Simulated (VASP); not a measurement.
These are PBE GGA with D3 dispersion (zero damping), VASP's PBE PAW potentials (set 64) (plane waves; VASP 6.6.1) values and carry that method's errors.

VASP ran on this input.

**INCAR**
```
# general
SYSTEM  = CeO2
PREC    = Accurate
ENCUT   = 520
LREAL   = .FALSE.
LASPH   = .TRUE.

# electronic loop
EDIFF   = 1E-7
NELM    = 100
ALGO    = Normal
LMAXMIX = 6

# smearing
ISMEAR  = -5

# functional
GGA     = PE
IVDW    = 11

# ions
ISIF    = 2

# output
LWAVE   = .FALSE.
LCHARG  = .TRUE.
LORBIT  = 11
NEDOS   = 601

# other
LEFG    = .TRUE.
```

### POSCAR
```
CeO2
1.0
  0.0000000000   2.7188436294   2.7188436294
  2.7188436294   0.0000000000   2.7188436294
  2.7188436294   2.7188436294   0.0000000000
Ce O
1 2
Cartesian
  0.0000000000   0.0000000000   0.0000000000
  1.3594218147   1.3594218147   1.3594218147
  4.0782654441   4.0782654441   4.0782654441
```

### KPOINTS
```
kpoints
0
Gamma
8 8 8
```

POTCAR, in this order: Ce O (PBE.64 set). Program: vasp_std.

What will the output report for the number of irreducible k-points (NKPTS), largest plane-wave count, number of space-group operations, FFT grid (NGX, NGY, NGZ)?

```
Property                                      Result
--------------------------------------  ------------
number of irreducible k-points (NKPTS)            29
largest plane-wave count                        1106
number of space-group operations                  48
FFT grid (NGX, NGY, NGZ)                30 × 30 × 30
```

The compound is CeO2 in the fluorite structure. It was relaxed first. The run is not spin-polarised, so no magnetic state was tried.
